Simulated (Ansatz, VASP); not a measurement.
# TaRu in two plane-wave programs, part 2 of 2

One calculation is typed for both programs; each brings its own data sets. How far apart do they land? The cell is taken from a series of runs on this material, whose earlier steps may have relaxed, scaled, displaced or heated it; both programs get it as it stands.

VASP 6.6.1 and Ansatz 0.2.0.

So far: The starting structure; Ansatz: relaxation of cell and atoms, PBEsol; VASP: relaxation of cell and atoms, PBEsol; Side by side.

### 5. VASP: zone-centre phonons, PBEsol

Level of this step: PBEsol; plane waves and PAW (Ta_pv, Ru_pv) (VASP).

Second derivatives magnify differences that forces hide, and they need a tight electronic threshold.

Contents of INCAR:

```
SYSTEM = TaRu
PREC = Accurate
ENCUT = 500
EDIFF = 1E-08
NELM = 120
ISMEAR = -1
SIGMA = 0.1
LREAL = .FALSE.
ALGO = Normal
GGA = PS
NBANDS = 18
LASPH = .TRUE.
LORBIT = 11
LWAVE = .FALSE.
LCHARG = .FALSE.
ISIF = 2
IBRION = 8
GGA_COMPAT = .FALSE.
KPAR = 2
```

Contents of POSCAR:

```
TaRu
1.0
    3.1400078810      0.0000000000      0.0000000000
    0.0000000000      3.1400078810      0.0000000000
    0.0000000000      0.0000000000      3.1400078810
Ta Ru
1 1
Direct
    0.5000000000      0.5000000000      0.5000000000
    0.0000000000      0.0000000000      0.0000000000
```

Contents of KPOINTS:

```
Automatic mesh
0
Gamma
16 16 16
0 0 0
```

The projector-augmented-wave data sets are Ta_pv and Ru_pv (PBE family, release 64).

On the command line:

```bash
> mpirun -np 2 vasp_std
```

Numbers of over 12 decimals in the logs are rounded to 6 here.

The program printed:

```text
[banner, memory and clock lines left out]
running    2 mpi-ranks, on    1 nodes
[...]
[... a notice as in an earlier step ...]

 LDA part: xc-table for (Slater+PW92), standard interpolation
 POSCAR, INCAR and KPOINTS ok, starting setup
[...]
entering main loop
       N       E                     dE             d eps       ncg     rms          rms(c)
DAV:   1     0.219770516518E+03    0.21977E+03   -0.14179E+04  5940   0.140E+03
DAV:   2    -0.192887506118E+02   -0.23906E+03   -0.23579E+03  6820   0.421E+02
DAV:   3    -0.244831849795E+02   -0.51944E+01   -0.51242E+01  6852   0.627E+01
DAV:   4    -0.245368642057E+02   -0.53679E-01   -0.53569E-01  6690   0.611E+00
[...]
DAV:  14    -0.232759701668E+02   -0.67543E-07   -0.13437E-08  4430   0.997E-04    0.335E-04
DAV:  15    -0.232759701465E+02    0.20279E-07   -0.18869E-09  3172   0.440E-04    0.346E-05
DAV:  16    -0.232759701504E+02   -0.38549E-08   -0.24582E-10  3118   0.130E-04
   1 F= -.23275970E+02 E0= -.23230969E+02  d E =-.900025E-01
[...]
RMM:  14    -0.178941787852E+00   -0.34329E-07   -0.14758E-08 25390   0.969E-05    0.427E-06
RMM:  15    -0.178941770349E+00    0.17503E-07   -0.31919E-08 24645   0.643E-05    0.180E-06
RMM:  16    -0.178941773624E+00   -0.32747E-08   -0.17811E-08 23120   0.445E-05    0.189E-06
 first order change of Fermi-energy  -0.14515E-02
 force on displaced ion       1 direction 1 :  -5.054   0.000  -0.000
 Linear response progress:
  Degree of freedom:   2/  2
       N       E                     dE             d eps       ncg     rms          rms(c)
RMM:   1    -0.555780389600E+00   -0.55578E+00    0.34529E+00 15581   0.529E+01
RMM:   2    -0.663912244615E+00   -0.10813E+00   -0.13835E-01 22584   0.271E+00    0.177E-01
RMM:   3    -0.663503999885E+00    0.40824E-03   -0.40998E-03 23661   0.407E-01    0.983E-02
RMM:   4    -0.662938479992E+00    0.56552E-03   -0.64704E-04 25491   0.196E-01    0.296E-02
[...]
RMM:  12    -0.662791866347E+00   -0.91118E-07   -0.19036E-07 26894   0.281E-04    0.298E-05
RMM:  13    -0.662791960943E+00   -0.94596E-07   -0.13752E-07 29008   0.178E-04    0.121E-05
RMM:  14    -0.662791964383E+00   -0.34398E-08   -0.66891E-08 30119   0.115E-04    0.521E-06
 first order change of Fermi-energy   0.20085E-02
 force on displaced ion       2 direction 1 :  -5.030   0.000  -0.000
 Linear response finished
```

Parts of OUTCAR (step 5):

```text
  Total        0.0741033      0.0741033      0.0741033     -0.0000000     -0.0000000      0.0000000
  in kB        3.8349164      3.8349164      3.8349164     -0.0000000     -0.0000000      0.0000000
  external PRESSURE =       3.8349164 kB  Pullay stress =       0.0000000 kB

 POSITION                                       TOTAL-FORCE (eV/Angst)
 -----------------------------------------------------------------------------------
      1.57000      1.57000      1.57000         0.000000      0.000000      0.000000
      0.00000      0.00000      0.00000         0.000000      0.000000      0.000000
 -----------------------------------------------------------------------------------
    total drift:                                0.000000      0.000000     -0.000000

[... 2 further parts left out ...]
```

### 6. Ansatz: zone-centre phonons, PBEsol

The same cell, functional, mesh and smearing now go to Ansatz, which takes its cutoff from its data sets.

The cell is taken from a series of runs on this material, whose earlier steps may have relaxed, scaled, displaced or heated it; both programs get it as it stands.

Contents of input.yaml:

```yaml
crystal:
  lattice:
    - [3.140007881, 0.0, 0.0]
    - [0.0, 3.140007881, 0.0]
    - [0.0, 0.0, 3.140007881]
  atoms:
    - { symbol: Ta, position: [0.5, 0.5, 0.5] }
    - { symbol: Ru, position: [0.0, 0.0, 0.0] }
kpoints:
  mp_grid: { grid: [16, 16, 16] }
hamiltonian:
  xc: pbesol
  pseudopotentials: { kind: paw, azcp: { folder: soft_1 }, xc_functional: pbe }
scf:
  occupations: { method: fermi_dirac, width: 0.1 }
output:
  eigenvalues: true
phonons:
  method: dfpt
  qpoints:
    - [0, 0, 0]
    - [0.0, 0.0625, 0.0]
    - [0.0, 0.1875, 0.0]
    - [0.0, 0.3125, 0.0]
    - [0.0, 0.4375, 0.0]
```

On the command line:

```bash
> ansatz run input.yaml --threads 4 --pin off --max-ram 12288MiB --backend cpu --events-out ev --progress --plain --runs-dir out
```

The program printed:

```text
[...]
Crystal: 2 atoms, lattice volume = 30.959 Å³
Basis set: ecut = 420 eV, 619 PW (Γ), exchange–correlation on 48×48×48 points (8 copies of the dense FFT grid, shifted against one another)
Bands: 19, of which v1, the nominal top of the filled ones, is band 15 counted from 1 (14 counted from 0)
Symmetry: 48 space group operations
k-points: 165 of 4096
[...]
q = [0, 0, 0] (of the zone-centre solve; hermiticity 3.23e-7, symmetrization 1.58e-12): -0.00 -0.00 -0.00 144.55 144.55 144.55
  q = [0, 0.0625, 0] (4 solved perturbations in 4032 linear systems a pass and spin channel, the states on 1296 of 4096 k-point pairs; hermiticity 2.30e-6, symmetrization 7.59e-11): 15.98 15.98 22.44 141.49 144.47 144.47
[...]
sum rule: each row above includes the acoustic sum rule's correction from the zone centre's row sums; it moved no ω² by more than (2.08 cm⁻¹)²
[key lines of the parts left out:]
SCF converged after 9 iterations
Free energy (F): -15624.521262 eV
Fermi energy:    21.873299 eV
```

### 7. Differences

What differs besides the data sets and the points named for the pairs above, as far as they apply: the data sets hold 29 valence electrons in Ansatz (on its PAW soft_1 files) and 25 in VASP. Total energies have different zeros and are not compared.

Both answers:

```csv
quantity,Ansatz,VASP,difference
optical mode 1 to 3 (cm⁻¹),144.6,145.4,-0.56 %
```

Modes are paired by rising frequency, not by their patterns, so a pair may set unlike modes beside each other; they are those without the splitting of longitudinal modes.

### 8. Summary of results

```json
{
  "difference in volume (relaxation of cell and atoms, PBEsol)": "-0.067 %",
  "r.m.s. difference of the optical zone-centre modes, each program's sorted by frequency (zone-centre phonons, PBEsol)": "0.81 cm⁻¹",
  "difference in optical mode 1 to 3 (zone-centre phonons, PBEsol)": "-0.6 %"
}
```

What this shows: The difference in volume is -0.067 % (relaxation of cell and atoms, PBEsol), within the 1.2 % picked in this series as the mark of a large difference, as far as the stopping tolerances let one tell. The data sets hold unlike numbers of valence electrons (29 in Ansatz and 25 in VASP), so part of the differences comes from the potentials. Among the rows given in per cent, the largest difference of the zone-centre phonons, PBEsol pair is in optical mode 1 to 3, -0.6 %. 1 further run of this series is not shown here. Such differences can come from data sets, numerical settings and the points named under the comparisons, not from the functional's error against experiment.

[Lines on the potential files, build, host, timing and source positions are cut from VASP's logs without a mark.]

[Logs are printed without paths, hosts, clocks, repeated set-up lines and the standing remarks that a program may print on its own settings, such as how far it seeks lower states.]

[Hosts, paths, dates, database ids (printed as entryN), source tags and the programs' standing remarks are cut or masked in the printed files.]
